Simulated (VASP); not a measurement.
# HfGe3 (Pmmn) in VASP: a series of runs

One crystal, HfGe3, is run at these levels: PBE; tasks: single point.

All numbers are computed with VASP 6.6.1; they aren't measurements. Logs are shortened: lines on timing, memory, paths and dates and some standing lists are left out, and cuts for length are marked.

## 1. The structure

It takes space group Pmmn (No. 59, orthorhombic). The conventional cell has a = 4.726 Å, b = 5.879 Å, c = 4.973 Å, α = 90.00°, β = 90.00°, γ = 90.00°. Hf (site symmetry mm2) is surrounded by 12 Ge at 2.88 to 2.94 Å. Ge (site symmetry m) has 4 Hf at 2.88 to 2.90 Å and 8 Ge at 2.88 to 2.94 Å as nearest neighbours. Ge (site symmetry mm2) has 8 Ge at 2.88 to 2.90 Å and 4 Hf at 2.91 to 2.94 Å as nearest neighbours.

The cell was built by a generator and needn't be a form met in nature.

## 2. Single point, PBE

Input file INCAR:

```
SYSTEM = HfGe3
ALGO = Fast
EDIFF = 1E-7
ENCUT = 520
GGA = PE
ISIF = 2
ISMEAR = 0
LASPH = .TRUE.
LCHARG = .FALSE.
LREAL = .FALSE.
LWAVE = .FALSE.
NBANDS = 62
NELM = 100
PREC = Accurate
SIGMA = 0.1
```

Input file KPOINTS:

```
k-points
0
G
  4 4 4
  0 0 0
```

Input file POSCAR:

```
HfGe3
1.0
    4.7261810983      0.0000000000      0.0000000000
    0.0000000000      5.8788813940      0.0000000000
    0.0000000000      0.0000000000      4.9734237737
Hf Ge
2 6
Direct
    0.0000000000      0.0000000000      0.6700000000
    0.5000000000      0.5000000000      0.3300000000
    0.0000000000      0.2500000000      0.1670000000
    0.0000000000      0.7500000000      0.1670000000
    0.5000000000      0.7500000000      0.8330000000
    0.5000000000      0.2500000000      0.8330000000
    0.5000000000      0.0000000000      0.3300000000
    0.0000000000      0.5000000000      0.6700000000
```

Potentials or basis: VASP PAW PBE potentials, release 64 (Hf_pv, Ge_d).

Started as:

```console
cat potpaw_PBE.64/Hf_pv/POTCAR potpaw_PBE.64/Ge_d/POTCAR > POTCAR
mpirun -np 1 vasp_std > vasp.out
```

OUTCAR:

```text
SYSTEM = HfGe3
   EDIFF = 1E-7
   ENCUT = 520
   GGA = PE
   ISIF = 2
   ISMEAR = 0
   LASPH = .TRUE.
   LREAL = .FALSE.
   NELM = 100
   PREC = Accurate

 ion  position               nearest neighbor table
   1  0.000  0.000  0.670-   3 2.88   4 2.88   5 2.90   6 2.90   5 2.90   6 2.90   3 2.90   4 2.90
                             7 2.91   7 2.91   8 2.94   8 2.94
   2  0.500  0.500  0.330-   5 2.88   6 2.88   3 2.90   4 2.90   3 2.90   4 2.90   5 2.90   6 2.90
                             8 2.91   8 2.91   7 2.94   7 2.94
   3  0.000  0.250  0.167-   1 2.88   8 2.88   6 2.89   6 2.89   2 2.90   2 2.90   7 2.90   7 2.90
                             1 2.90   8 2.90
   4  0.000  0.750  0.167-   1 2.88   8 2.88   5 2.89   5 2.89   2 2.90   2 2.90   7 2.90   7 2.90
                             1 2.90   8 2.90
   5  0.500  0.750  0.833-   2 2.88   7 2.88   4 2.89   4 2.89   8 2.90   1 2.90   1 2.90   8 2.90
                             7 2.90   2 2.90
   6  0.500  0.250  0.833-   2 2.88   7 2.88   3 2.89   3 2.89   8 2.90   1 2.90   1 2.90   8 2.90
                             7 2.90   2 2.90
   7  0.500  0.000  0.330-   5 2.88   6 2.88   3 2.90   4 2.90   3 2.90   4 2.90   5 2.90   6 2.90
                             1 2.91   1 2.91   2 2.94   2 2.94
   8  0.000  0.500  0.670-   3 2.88   4 2.88   5 2.90   6 2.90   5 2.90   6 2.90   3 2.90   4 2.90
                             2 2.91   2 2.91   1 2.94   1 2.94

  LATTYP: Found a simple orthorhombic cell.
 ALAT       =     4.7261810983
 B/A-ratio  =     1.0523134155
 C/A-ratio  =     1.2438967682

  Lattice vectors:

 A1 = (  -4.7261810983,   0.0000000000,   0.0000000000)
 A2 = (   0.0000000000,   0.0000000000,   4.9734237737)
 A3 = (   0.0000000000,   5.8788813940,   0.0000000000)

Analysis of symmetry for initial positions (statically):
=====================================================================
 Subroutine PRICEL returns:
 Original cell was already a primitive cell.

 Routine SETGRP: Setting up the symmetry group for a
 simple orthorhombic supercell.

 Subroutine GETGRP returns: Found  8 space group operations
 (whereof  4 operations were pure point group operations)
 out of a pool of  8 trial point group operations.

The static configuration has the point symmetry C_2v.
 The point group associated with its full space group is D_2h.

Analysis of symmetry for dynamics (positions and initial velocities):
=====================================================================
 Subroutine PRICEL returns:
 Original cell was already a primitive cell.

 Routine SETGRP: Setting up the symmetry group for a
 simple orthorhombic supercell.

[... 128 lines left out ...]
   NELECT =     104.0000    total number of electrons
   NUPDOWN=      -1.0000    fix difference up-down
   EMIN   =  10.00;   EMAX   =-10.00  energy-range for DOS
   EFERMI =   0.00;   METHOD = LEGACY
   ISMEAR =     0;   SIGMA  =   0.10  broadening in eV -4-tet -1-fermi 0-gaus
   EFERMI_NEDOS =   21; number of points for ismear=-14 and -15
   IALGO  =     68    algorithm
   IMIX   =      4    mixing-type and parameters
     AMIX     =   0.40;   BMIX     =  1.00
     AMIX_MAG =   1.60;   BMIX_MAG =  1.00
  volume/ion in A,a.u.               =      17.27       116.56
  Fermi-wavevector in a.u.,A,eV,Ry     =   1.489129  2.814047 30.171006  2.217506
  Thomas-Fermi vector in A             =   2.602077
   LORBIT       =      0    0 simple, 1 ext, 2 COOP (PROOUT), +10 PAW based schemes
   GGA     = PE    functional components
   LHFCALC =     F    Hartree Fock is set to
   AEXX    =    0.0000 exact exchange contribution
   IVDW    =     0    specifies the selected vdW correction
   LEPSILON=     F    determine dielectric tensor
   LRPA    =     F    only Hartree local field effects (RPA)
 non-spin polarized calculation
 RMM-DIIS sequential band-by-band and
 Gauss-broadening in eV      SIGMA  =   0.10
  energy-cutoff  :      520.00
  volume of cell :      138.18
 maximum number of plane-waves:      3750
 NGX is ok and might be reduce to    36
   NGX = 17   NGY = 21   NGZ = 19

 number of electron     104.0000095 magnetization

 Free energy of the ion-electron system (eV)
  ---------------------------------------------------
  ext. energy  EPLUGINS =         0.00000000
  ---------------------------------------------------
  free energy    TOTEN  =       -47.04363328 eV

  energy without entropy =      -47.02565192  energy(sigma->0) =      -47.03464260

 E-fermi :   7.8733     XC(G=0): -11.9635

 val. band max:        7.8417522014   @ k =   0.5000   0.5000   0.5000
 cond. band min:       7.8839921950   @ k =   0.5000   0.5000   0.2500
 fundamental gap:      0.0422399935
 Fermi energy:         7.8732701435

 k-point     1 :       0.0000    0.0000    0.0000
  band No.  band energies     occupation
      1     -23.4200      2.00000
      2     -23.3876      2.00000
      3     -23.3081      2.00000
      4     -23.3000      2.00000
      5     -23.2800      2.00000
      6     -23.2627      2.00000
[... 1549 lines left out ...]
     61      11.3827      0.00000
     62      11.3959      0.00000

 [... further k-points ...]

------------------------ aborting loop because EDIFF is reached ----------------------------------------

  FORCE on cell =-STRESS in cart. coord.  units (eV):
  Direction    XX          YY          ZZ          XY          YZ          ZX
  --------------------------------------------------------------------------------------
  -------------------------------------------------------------------------------------
  Total       12.3502378     -2.8391296      7.8917334      0.0000000      0.0000000      0.0000000
  in kB      143.1941837    -32.9181393     91.5002890      0.0000000      0.0000000      0.0000000
  external PRESSURE =      67.2587778 kB  Pullay stress =       0.0000000 kB

 VOLUME and BASIS-vectors are now :
 -----------------------------------------------------------------------------
  energy-cutoff  :      520.00
  volume of cell :      138.18
      direct lattice vectors                 reciprocal lattice vectors
     4.726181098  0.000000000  0.000000000     0.211587322  0.000000000  0.000000000
     0.000000000  5.878881394  0.000000000     0.000000000  0.170100387  0.000000000
     0.000000000  0.000000000  4.973423774     0.000000000  0.000000000  0.201068730

 POSITION                                       TOTAL-FORCE (eV/Angst)
 -----------------------------------------------------------------------------------
      0.00000      0.00000      3.33219        -0.000000      0.000000     -0.860305
      2.36309      2.93944      1.64123        -0.000000      0.000000      0.860305
      0.00000      1.46972      0.83056        -0.000000      0.191738     -0.256343
      0.00000      4.40916      0.83056        -0.000000     -0.191738     -0.256343
      2.36309      4.40916      4.14286        -0.000000      0.191738      0.256343
      2.36309      1.46972      4.14286         0.000000     -0.191738      0.256343
      2.36309      0.00000      1.64123        -0.000000      0.000000      0.357372
      0.00000      2.93944      3.33219        -0.000000      0.000000     -0.357372
 -----------------------------------------------------------------------------------
    total drift:                                0.000000      0.000000      0.000000

  FREE ENERGIE OF THE ION-ELECTRON SYSTEM (eV)
  ---------------------------------------------------
  free  energy   TOTEN  =       -47.0436332820 eV

  energy  without entropy=      -47.0256519151  energy(sigma->0) =      -47.03464260
```

OSZICAR:

```text
N       E                     dE             d eps       ncg     rms          rms(c)
DAV:   1     0.131457706546E+04    0.13146E+04   -0.46233E+04  4146   0.454E+03
DAV:   2     0.216845841664E+03   -0.10977E+04   -0.10654E+04  3348   0.113E+03
DAV:   3    -0.234386429125E+02   -0.24028E+03   -0.23414E+03  3426   0.281E+02
DAV:   4    -0.476063439829E+02   -0.24168E+02   -0.23396E+02  4076   0.857E+01
[... 11 lines left out ...]
RMM:  16    -0.470436324782E+02   -0.67314E-06   -0.12498E-05  3705   0.573E-03    0.323E-03
RMM:  17    -0.470436331568E+02   -0.67856E-06   -0.57598E-06  3481   0.350E-03    0.329E-03
RMM:  18    -0.470436331497E+02    0.70941E-08   -0.17184E-06  3412   0.257E-03    0.821E-04
RMM:  19    -0.470436332632E+02   -0.11346E-06   -0.75178E-07  2762   0.147E-03    0.156E-03
RMM:  20    -0.470436332820E+02   -0.18823E-07   -0.24886E-07  2543   0.101E-03
   1 F= -.47043633E+02 E0= -.47034643E+02  d E =-.179814E-01
```

stdout:

```text
POSCAR found type information on POSCAR HfGe
 POSCAR found :  2 types and       8 ions
 scaLAPACK will be used
 LDA part: xc-table for (Slater+PW92), standard interpolation
 POSCAR, INCAR and KPOINTS ok, starting setup
 FFT: planning ... GRIDC
 FFT: planning ... GRID_SOFT
 FFT: planning ... GRID
 WAVECAR not read
 entering main loop
WARNING in EDDRMM: call to ZHEGV failed, returncode =   8  4     49
 num prob  num prob  num prob WARNING in EDDRMM: call to ZHEGV failed, returncode =   8  4     53
 num prob  num prob RMM:  17    -0.470436331568E+02   -0.67856E-06   -0.57598E-06  3481   0.350E-03    0.329E-03
 num prob  num prob WARNING in EDDRMM: call to ZHEGV failed, returncode =   8  4     54
 num prob  num prob  num prob  num prob  num prob  num prob  num prob  num prob  num prob  num prob  num prob  num prob  num prob  num prob  num prob  num prob  num prob  num prob  num prob  num prob  num prob  num prob  num prob  num prob  num prob  num prob  num prob  num prob  num prob  num prob  num prob  num prob  num prob  num prob  num prob  num prob  num prob  num prob  num prob  num prob  num prob RMM:  19    -0.470436332632E+02   -0.11346E-06   -0.75178E-07  2762   0.147E-03    0.156E-03
 num prob  num prob  num prob  num prob  num prob  num prob  num prob  num prob  num prob  num prob  num prob  num prob  num prob  num prob  num prob  num prob  num prob  num prob  num prob  num prob  num prob  num prob  num prob  num prob  num prob  num prob  num prob  num prob  num prob  num prob  num prob  num prob  num prob  num prob  num prob  num prob  num prob  num prob RMM:  20    -0.470436332820E+02   -0.18823E-07   -0.24886E-07  2543   0.101E-03
```

Wall time 3.5 min (1 thread of Intel Xeon Platinum 8488C (Sapphire Rapids), shared host); peak memory 0.35 GiB.

Results:

- Free energy: -47.0436 eV
- Pressure: 6.7 GPa
- Largest force: 0.860 eV/Å
- Band gap on the k mesh: none (metal or under the smearing width)

Forces in eV/Å, atoms in the order of the input:
```
Hf   0.000  0.000 -0.860
Hf   0.000  0.000  0.860
Ge   0.000  0.192 -0.256
Ge   0.000 -0.192 -0.256
Ge   0.000  0.192  0.256
Ge   0.000 -0.192  0.256
Ge   0.000  0.000  0.357
Ge   0.000  0.000 -0.357
```

Stress tensor (GPa, compression positive):
```
14.32  0.00  0.00
 0.00 -3.29  0.00
 0.00  0.00  9.15
```

Levels at points of the mesh, in eV from the Fermi level:
| k point | band 49 | band 50 | band 51 | band 52 | band 53 | band 54 | band 55 | band 56 |
| --- | --- | --- | --- | --- | --- | --- | --- | --- |
| (0.00, 0.00, 0.00) | -2.57 | -2.40 | -1.93 | -1.40 | 0.24 | 0.55 | 0.82 | 1.20 |
| (0.50, 0.00, 0.00) | -1.27 | -1.27 | -1.16 | -1.16 | 0.84 | 0.84 | 1.49 | 1.49 |
| (0.00, 0.50, 0.00) | -1.47 | -1.47 | -0.47 | -0.47 | 0.27 | 0.27 | 0.57 | 0.57 |
| (0.50, 0.50, 0.00) | -1.93 | -1.93 | -0.83 | -0.83 | -0.20 | -0.20 | 1.08 | 1.08 |
| (0.00, 0.00, 0.50) | -2.04 | -1.99 | -1.03 | -0.57 | 0.69 | 0.88 | 1.01 | 1.02 |
| (0.50, 0.00, 0.50) | -0.59 | -0.59 | 0.33 | 0.33 | 1.23 | 1.23 | 1.90 | 1.90 |
| (0.00, 0.50, 0.50) | -1.73 | -1.73 | -1.55 | -1.55 | 0.60 | 0.60 | 0.72 | 0.72 |
| (0.50, 0.50, 0.50) | -0.94 | -0.94 | -0.35 | -0.35 | -0.03 | -0.03 | 0.63 | 0.63 |

Spin-orbit coupling is left out, which matters for the levels of Hf.

(Continued in part 2 of 2.)
